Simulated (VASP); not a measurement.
# CeZn2Ni (P4/mmm) in VASP: further runs

The runs below take CeZn2Ni through band structure, with LDA, PBE, PBEsol, RPBE.

Everything below comes from runs of VASP 6.6.1. Logs are shortened: lines on timing, memory, paths and dates and some standing lists are left out, and cuts for length are marked.

**1. The crystal as given**

It takes space group P4/mmm (No. 123, tetragonal). Conventional cell: a = 3.864 Å, b = 3.864 Å, c = 4.919 Å, α = 90.00°, β = 90.00°, γ = 90.00°. Ce (site symmetry 4/mmm) is surrounded by 4 Ni at 2.73 Å and 8 Zn at 3.13 Å. Around Zn (site symmetry mmm) lie 4 Zn at 2.73 Å and 4 Ce at 3.13 Å and 4 Ni at 3.13 Å. Ni (site symmetry 4/mmm) is surrounded by 4 Ce at 2.73 Å and 8 Zn at 3.13 Å.

The cell comes from a database or a generator and needn't be the stable form of this composition.

**2. Band structure, LDA, collinear spin, ferromagnetic start**

POSCAR

```
CeZn2Ni
1.0
    3.8643900000      0.0000000000      0.0000000000
    0.0000000000      3.8643900000      0.0000000000
    0.0000000000      0.0000000000      4.9192680000
Ce Zn Ni
1 2 1
Direct
    0.0000000000      0.0000000000      0.0000000000
    0.0000000000      0.5000000000      0.5000000000
    0.5000000000      0.0000000000      0.5000000000
    0.5000000000      0.5000000000      0.0000000000
```

INCAR.step1

```
  PREC = Accurate
  ENCUT = 520
  EDIFF = 1E-6
  ISMEAR = -1
  SIGMA = 0.05
  LREAL = F
  LASPH = T
  NELM = 100
  ALGO = Normal
  ISIF = 2
  LWAVE = F
  LCHARG = T
  ISPIN = 2
  MAGMOM = 1 0 0 1
  LORBIT = 11
  LMAXMIX = 6
```

KPOINTS.step1

```
Automatic mesh
0
Gamma
  5 5 5
```

INCAR.step2

```
  PREC = Accurate
  ENCUT = 520
  EDIFF = 1E-6
  ISMEAR = 0
  SIGMA = 0.05
  LREAL = F
  LASPH = T
  NELM = 100
  ALGO = Normal
  ISIF = 2
  LWAVE = F
  LCHARG = F
  ISPIN = 2
  MAGMOM = 1 0 0 1
  LORBIT = 11
  LMAXMIX = 6
  ICHARG = 11
```

KPOINTS.step2

```
path GXMGZRAZ,XR,MA
15
line-mode
reciprocal
 0.0000000000  0.0000000000  0.0000000000  G
 0.0000000000  0.5000000000  0.0000000000  X

 0.0000000000  0.5000000000  0.0000000000  X
 0.5000000000  0.5000000000  0.0000000000  M

 0.5000000000  0.5000000000  0.0000000000  M
 0.0000000000  0.0000000000  0.0000000000  G

 0.0000000000  0.0000000000  0.0000000000  G
 0.0000000000  0.0000000000  0.5000000000  Z

 0.0000000000  0.0000000000  0.5000000000  Z
 0.0000000000  0.5000000000  0.5000000000  R

 0.0000000000  0.5000000000  0.5000000000  R
 0.5000000000  0.5000000000  0.5000000000  A

 0.5000000000  0.5000000000  0.5000000000  A
 0.0000000000  0.0000000000  0.5000000000  Z

 0.0000000000  0.5000000000  0.0000000000  X
 0.0000000000  0.5000000000  0.5000000000  R

 0.5000000000  0.5000000000  0.0000000000  M
 0.5000000000  0.5000000000  0.5000000000  A
```

Potentials or basis: VASP PAW LDA potentials, release 64 (Ce, Zn, Ni).

Launch:

```
$ cat potpaw_LDA.64/Ce/POTCAR potpaw_LDA.64/Zn/POTCAR potpaw_LDA.64/Ni/POTCAR > POTCAR
$ cp INCAR.step1 INCAR
$ cp KPOINTS.step1 KPOINTS
$ mpirun -np 1 vasp_std > vasp.out
$ cp INCAR.step2 INCAR
$ cp KPOINTS.step2 KPOINTS
$ mpirun -np 1 vasp_std > vasp.out
```

OUTCAR:

```text
PREC = Accurate
   ENCUT = 520
   EDIFF = 1E-6
   ISMEAR = 0
   LREAL = F
   LASPH = T
   NELM = 100
   ISIF = 2
   ISPIN = 2
   LORBIT = 11
   ICHARG = 11

 ion  position               nearest neighbor table
   1  0.000  0.000  0.000-   4 2.73   4 2.73   4 2.73   4 2.73
   2  0.000  0.500  0.500-   3 2.73   3 2.73   3 2.73   3 2.73
   3  0.500  0.000  0.500-   2 2.73   2 2.73   2 2.73   2 2.73
   4  0.500  0.500  0.000-   1 2.73   1 2.73   1 2.73   1 2.73

  LATTYP: Found a simple tetragonal cell.
 ALAT       =     3.8643900000
 C/A-ratio  =     1.2729740011

  Lattice vectors:

 A1 = (   3.8643900000,   0.0000000000,   0.0000000000)
 A2 = (   0.0000000000,   3.8643900000,   0.0000000000)
 A3 = (   0.0000000000,   0.0000000000,   4.9192680000)

Analysis of symmetry for initial positions (statically):
=====================================================================
 Subroutine PRICEL returns:
 Original cell was already a primitive cell.

 Routine SETGRP: Setting up the symmetry group for a
 simple tetragonal supercell.

 Subroutine GETGRP returns: Found 16 space group operations
 (whereof 16 operations were pure point group operations)
 out of a pool of 16 trial point group operations.

The static configuration has the point symmetry D_4h.

Analysis of symmetry for dynamics (positions and initial velocities):
=====================================================================
 Subroutine PRICEL returns:
 Original cell was already a primitive cell.

 Routine SETGRP: Setting up the symmetry group for a
 simple tetragonal supercell.

 Subroutine GETGRP returns: Found 16 space group operations
 (whereof 16 operations were pure point group operations)
 out of a pool of 16 trial point group operations.

The dynamic configuration has the point symmetry D_4h.

Analysis of structural, dynamic, and magnetic symmetry:
=====================================================================
 Subroutine PRICEL returns:
 Original cell was already a primitive cell.

 Routine SETGRP: Setting up the symmetry group for a
 simple tetragonal supercell.

 Subroutine GETGRP returns: Found 16 space group operations
 (whereof 16 operations were pure point group operations)
 out of a pool of 16 trial point group operations.

The overall configuration has the point symmetry D_4h.

 Subroutine INISYM returns: Found 16 space group operations
 (whereof 16 operations are pure point group operations),
 and found     1 'primitive' translations

----------------------------------------------------------------------------------------

                                     Primitive cell

  volume of cell :      73.4619

  direct lattice vectors                    reciprocal lattice vectors
     3.864390000  0.000000000  0.000000000     0.258773053  0.000000000  0.000000000
     0.000000000  3.864390000  0.000000000     0.000000000  0.258773053  0.000000000
     0.000000000  0.000000000  4.919268000     0.000000000  0.000000000  0.203282277

  length of vectors
     3.864390000  3.864390000  4.919268000     0.258773053  0.258773053  0.203282277

  position of ions in fractional coordinates (direct lattice)
     0.000000000  0.000000000  0.000000000
     0.000000000  0.500000000  0.500000000
     0.500000000  0.000000000  0.500000000
     0.500000000  0.500000000  0.000000000

  ion indices of the primitive-cell ions
   primitive index   ion index
                 1           1
                 2           2
                 3           3
                 4           4

----------------------------------------------------------------------------------------

 KPOINTS: path GXMGZRAZ,XR,MA

Interpolating k-points between supplied coordinates.

 Line segments in fractional coordinates (reciprocal lattice):
    0.000000  0.000000  0.000000  ...  0.000000  0.500000  0.000000
    0.000000  0.500000  0.000000  ...  0.500000  0.500000  0.000000
    0.500000  0.500000  0.000000  ...  0.000000  0.000000  0.000000
    0.000000  0.000000  0.000000  ...  0.000000  0.000000  0.500000
    0.000000  0.000000  0.500000  ...  0.000000  0.500000  0.500000
    0.000000  0.500000  0.500000  ...  0.500000  0.500000  0.500000
    0.500000  0.500000  0.500000  ...  0.000000  0.000000  0.500000
    0.000000  0.500000  0.000000  ...  0.000000  0.500000  0.500000
    0.500000  0.500000  0.000000  ...  0.500000  0.500000  0.500000

 Generated    15 points on each line segment, for a total of    135 k-points:

 Following reciprocal coordinates:
            Coordinates               Weight
  0.000000  0.000000  0.000000      0.007407
  0.000000  0.035714  0.000000      0.007407
  0.000000  0.071429  0.000000      0.007407
  0.000000  0.107143  0.000000      0.007407
  0.000000  0.142857  0.000000      0.007407
  0.000000  0.178571  0.000000      0.007407
[... 16 lines left out ...]
  0.250000  0.500000  0.000000      0.007407
  0.285714  0.500000  0.000000      0.007407
 [... further k-points ...]
   k-points           NKPTS =    135   k-points in BZ     NKDIM =    135   number of bands    NBANDS=     28
   number of dos      NEDOS =    301   number of ions     NIONS =      4
   total plane-waves  NPLWV =  36000
   dimension x,y,z NGX =    30 NGY =   30 NGZ =   40
   dimension x,y,z NGXF=    60 NGYF=   60 NGZF=   80
   ions per type =               1   2   1
   NGX,Y,Z   is equivalent  to a cutoff of  12.91, 12.91, 13.52 a.u.
   NGXF,Y,Z  is equivalent  to a cutoff of  25.81, 25.81, 27.04 a.u.
 SYSTEM =  unknown system
   PREC   = accura    normal or accurate (medium, high low for compatibility)
   ISTART =      0    job   : 0-new  1-cont  2-samecut
   ICHARG =     11    charge: 1-file 2-atom 10-const
   ISPIN  =      2    spin polarized calculation?
   LNONCOLLINEAR =      F non collinear calculations
   LSORBIT =      F    spin-orbit coupling
   LASPH  =      T    aspherical Exc in radial PAW
   ENCUT  =  520.0 eV  38.22 Ry    6.18 a.u.   7.19  7.19  9.15*2*pi/ulx,y,z
   NELM   =    100;   NELMIN=  2; NELMDL=  0     # of ELM steps
   EDIFF  = 0.1E-05   stopping-criterion for ELM
   LREAL  =      F    real-space projection
   EDIFFG = 0.1E-04   stopping-criterion for IOM
   NSW    =      0    number of steps for IOM
   IBRION =     -1    ionic relax: 0-MD 1-quasi-New 2-CG
   NFREE  =      0    steps in history (QN), initial steepest desc. (CG)
   ISIF   =      2    stress and relaxation
   ISYM   =      2    0-nonsym 1-usesym 2-fastsym
   POTIM  = 0.5000    time-step for ionic-motion
   TEBEG  =    0.0;   TEEND  =   0.0 temperature during run
   PSTRESS=    0.0 pullay stress
   NELECT =      46.0000    total number of electrons
   NUPDOWN=      -1.0000    fix difference up-down
   EMIN   =  10.00;   EMAX   =-10.00  energy-range for DOS
   EFERMI =   0.00;   METHOD = LEGACY
   ISMEAR =     0;   SIGMA  =   0.05  broadening in eV -4-tet -1-fermi 0-gaus
   EFERMI_NEDOS =   21; number of points for ismear=-14 and -15
   IALGO  =     38    algorithm
   IMIX   =      4    mixing-type and parameters
     AMIX     =   0.40;   BMIX     =  1.00
     AMIX_MAG =   1.60;   BMIX_MAG =  1.00
  volume/ion in A,a.u.               =      18.37       123.94
  Fermi-wavevector in a.u.,A,eV,Ry     =   1.400576  2.646705 26.689363  1.961613
  Thomas-Fermi vector in A             =   2.523523
   LORBIT       =     11    0 simple, 1 ext, 2 COOP (PROOUT), +10 PAW based schemes
   GGA     = CA    functional components
   LHFCALC =     F    Hartree Fock is set to
   AEXX    =    0.0000 exact exchange contribution
   IVDW    =     0    specifies the selected vdW correction
   LEPSILON=     F    determine dielectric tensor
   LRPA    =     F    only Hartree local field effects (RPA)
 spin polarized calculation
 Gauss-broadening in eV      SIGMA  =   0.05
  energy-cutoff  :      520.00
  volume of cell :       73.46
 maximum number of plane-waves:      2008
 NGX is ok and might be reduce to    30

 number of electron      45.9999982 magnetization      -0.2501638

 Free energy of the ion-electron system (eV)
  ---------------------------------------------------
  ext. energy  EPLUGINS =         0.00000000
  ---------------------------------------------------
  free energy    TOTEN  =       -17.58091864 eV

  energy without entropy =      -17.57372339  energy(sigma->0) =      -17.57732101

 E-fermi :   5.4012     XC(G=0): -11.5855

 val. band max:        5.3985520819   @ k =   0.1786   0.1786   0.5000
 cond. band min:       5.4019667137   @ k =   0.0000   0.4286   0.0000
 fundamental gap:      0.0034146318
 Fermi energy:         5.4011770731

 spin component 1

 k-point     1 :       0.0000    0.0000    0.0000
  band No.  band energies     occupation
      1     -28.8211      1.00000
      2     -11.7869      1.00000
      3     -11.5107      1.00000
      4     -11.5107      1.00000
      5      -2.5326      1.00000
      6      -2.1806      1.00000
[... 20 lines left out ...]
     27       5.6647      0.00000
[... 691 lines left out ...]
      6      -1.9546      1.00000
[... 20 lines left out ...]
     27       5.8030      0.00000
     28       5.8798      0.00000

 [... further k-points ...]

 spin component 2

 k-point     1 :       0.0000    0.0000    0.0000
  band No.  band energies     occupation
      1     -28.9223      1.00000
      2     -11.8640      1.00000
      3     -11.5969      1.00000
      4     -11.5969      1.00000
      5      -2.5394      1.00000
      6      -2.1815      1.00000
[... 20 lines left out ...]
     27       5.5325      0.00010
[... 691 lines left out ...]
      6      -1.9557      1.00000
[... 20 lines left out ...]
     27       5.6792      0.00000
     28       5.7480      0.00000

 [... further k-points ...]

------------------------ aborting loop because EDIFF is reached ----------------------------------------

  FORCE on cell =-STRESS in cart. coord.  units (eV):
  Direction    XX          YY          ZZ          XY          YZ          ZX
  --------------------------------------------------------------------------------------
  -------------------------------------------------------------------------------------
  Total       -2.0790139     -2.0790139      0.2086852      0.0000000     -0.0000000      0.0000000
  in kB      -45.3425137    -45.3425137      4.5513460      0.0000000     -0.0000000      0.0000000
  external PRESSURE =     -28.7112271 kB  Pullay stress =       0.0000000 kB

 VOLUME and BASIS-vectors are now :
 -----------------------------------------------------------------------------
  energy-cutoff  :      520.00
  volume of cell :       73.46
      direct lattice vectors                 reciprocal lattice vectors
     3.864390000  0.000000000  0.000000000     0.258773053  0.000000000  0.000000000
     0.000000000  3.864390000  0.000000000     0.000000000  0.258773053  0.000000000
     0.000000000  0.000000000  4.919268000     0.000000000  0.000000000  0.203282277

 POSITION                                       TOTAL-FORCE (eV/Angst)
 -----------------------------------------------------------------------------------
      0.00000      0.00000      0.00000         0.000000      0.000000      0.000000
      0.00000      1.93220      2.45963         0.000000      0.000000      0.000000
      1.93220      0.00000      2.45963         0.000000      0.000000      0.000000
      1.93220      1.93220      0.00000         0.000000      0.000000      0.000000
 -----------------------------------------------------------------------------------
    total drift:                                0.000000      0.000000     -0.000000

  FREE ENERGIE OF THE ION-ELECTRON SYSTEM (eV)
  ---------------------------------------------------
  free  energy   TOTEN  =       -17.5809186371 eV

  energy  without entropy=      -17.5737233851  energy(sigma->0) =      -17.57732101

 total charge

# of ion       s       p       d       f       tot
--------------------------------------------------
    1        2.065   5.641   1.044   1.001   9.751
    2        0.692   0.356   9.729   0.000  10.777
    3        0.692   0.356   9.729   0.000  10.777
    4        0.572   0.237   8.385   0.000   9.195
--------------------------------------------------
tot          4.021   6.589  28.887   1.001  40.499

 magnetization (x)

# of ion       s       p       d       f       tot
--------------------------------------------------
    1       -0.001   0.000  -0.009  -0.256  -0.266
    2       -0.001   0.000  -0.001   0.000  -0.002
    3       -0.001   0.000  -0.001   0.000  -0.002
    4       -0.003  -0.003   0.019   0.000   0.013
--------------------------------------------------
tot         -0.005  -0.002   0.008  -0.256  -0.256
```

It took 18 min on 1 thread of Intel Xeon Platinum 8488C (Sapphire Rapids), shared host; peak memory 0.54 GiB.

What came out:

```
Band gap along the path : none (metal or under the smearing width)
Net moment              : -0.25 μB per cell
```

Levels at the corners of the path, in eV from the Fermi level:
Spin up:
```csv
point,band 20,band 21,band 22,band 23,band 24,band 25,band 26,band 27
Γ,-1.82,-0.66,-0.43,0.19,0.26,0.26,0.31,0.31
X,-1.81,-1.45,-1.28,-0.55,0.13,0.38,0.42,0.55
X,-1.81,-1.45,-1.28,-0.55,0.13,0.38,0.42,0.55
M,-2.09,-1.91,-1.91,-1.87,0.25,0.35,0.35,0.51
M,-2.09,-1.91,-1.91,-1.87,0.25,0.35,0.35,0.51
Γ,-1.82,-0.66,-0.43,0.19,0.26,0.26,0.31,0.31
Γ,-1.82,-0.66,-0.43,0.19,0.26,0.26,0.31,0.31
Z,-2.12,-1.93,0.08,0.28,0.33,0.33,0.48,0.52
Z,-2.12,-1.93,0.08,0.28,0.33,0.33,0.48,0.52
R,-1.79,-1.65,-1.43,-0.82,0.40,0.42,0.53,0.57
R,-1.79,-1.65,-1.43,-0.82,0.40,0.42,0.53,0.57
A,-1.85,-1.33,-0.78,-0.73,-0.73,0.31,0.31,0.39
A,-1.85,-1.33,-0.78,-0.73,-0.73,0.31,0.32,0.39
Z,-2.12,-1.93,0.08,0.28,0.33,0.33,0.48,0.52
X,-1.81,-1.45,-1.28,-0.55,0.13,0.38,0.42,0.55
R,-1.79,-1.65,-1.43,-0.82,0.40,0.42,0.53,0.57
M,-2.09,-1.91,-1.91,-1.87,0.25,0.35,0.35,0.51
A,-1.85,-1.33,-0.78,-0.73,-0.73,0.31,0.31,0.39
```
Spin down:
| point | band 21 | band 22 | band 23 | band 24 | band 25 | band 26 |
| --- | --- | --- | --- | --- | --- | --- |
| Γ | -0.65 | -0.49 | 0.06 | 0.14 | 0.14 | 0.18 |
| X | -1.45 | -1.31 | -0.60 | 0.04 | 0.26 | 0.30 |
| X | -1.45 | -1.31 | -0.60 | 0.04 | 0.26 | 0.30 |
| M | -1.93 | -1.93 | -1.85 | 0.13 | 0.22 | 0.22 |
| M | -1.93 | -1.93 | -1.85 | 0.13 | 0.22 | 0.22 |
| Γ | -0.65 | -0.49 | 0.06 | 0.14 | 0.14 | 0.18 |
| Γ | -0.65 | -0.49 | 0.06 | 0.14 | 0.14 | 0.18 |
| Z | -1.92 | -0.04 | 0.16 | 0.19 | 0.19 | 0.35 |
| Z | -1.92 | -0.04 | 0.16 | 0.19 | 0.19 | 0.35 |
| R | -1.64 | -1.42 | -0.86 | 0.28 | 0.31 | 0.40 |
| R | -1.64 | -1.42 | -0.86 | 0.28 | 0.31 | 0.40 |
| A | -1.32 | -0.81 | -0.72 | -0.72 | 0.19 | 0.19 |
| A | -1.32 | -0.81 | -0.72 | -0.72 | 0.19 | 0.19 |
| Z | -1.92 | -0.04 | 0.16 | 0.19 | 0.19 | 0.35 |
| X | -1.45 | -1.31 | -0.60 | 0.04 | 0.26 | 0.30 |
| R | -1.64 | -1.42 | -0.86 | 0.28 | 0.31 | 0.40 |
| M | -1.93 | -1.93 | -1.85 | 0.13 | 0.22 | 0.22 |
| A | -1.32 | -0.81 | -0.72 | -0.72 | 0.19 | 0.19 |

Caveat: the log is that of the step along the path at fixed density, whose energy, stress, charges and moments have no meaning; the magnetic or orbital state may not be the lowest; spin-orbit coupling is left out, which moves the levels of the heavy elements; without U or exact exchange the open f shell lies at the Fermi level, which spoils levels, moments and volumes. The state reached can hang on the start; a lower one may exist.

**3. Band structure, PBE, collinear spin, ferromagnetic start**

POSCAR is that of step 2.

INCAR.step1, as its differences from that of step 2:

```diff
@@ -16 +16,2 @@
   LMAXMIX = 6
+  GGA = PE
```

KPOINTS.step1 is that of step 2.

INCAR.step2, as its differences from that of step 2:

```diff
@@ -16,2 +16,3 @@
   LMAXMIX = 6
+  GGA = PE
   ICHARG = 11
```

KPOINTS.step2 is that of step 2.

Potentials or basis: VASP PAW PBE potentials, release 64 (Ce, Zn, Ni).

Launch:

```
$ cat potpaw_PBE.64/Ce/POTCAR potpaw_PBE.64/Zn/POTCAR potpaw_PBE.64/Ni/POTCAR > POTCAR
$ cp INCAR.step1 INCAR
$ cp KPOINTS.step1 KPOINTS
$ mpirun -np 1 vasp_std > vasp.out
$ cp INCAR.step2 INCAR
$ cp KPOINTS.step2 KPOINTS
$ mpirun -np 1 vasp_std > vasp.out
```

Wall time 12 min (1 thread of Intel Xeon Platinum 8488C (Sapphire Rapids), shared host); peak memory 0.58 GiB.

Results (log left out):

- Band gap along the path: none (metal or under the smearing width)
- Net moment: 0.29 μB per cell

Caveat: the log is that of the step along the path at fixed density, whose energy, stress, charges and moments have no meaning; the magnetic or orbital state may not be the lowest; spin-orbit coupling is left out, which moves the levels of the heavy elements; without U or exact exchange the open f shell lies at the Fermi level, which spoils levels, moments and volumes.

[end of part 1 of 2]
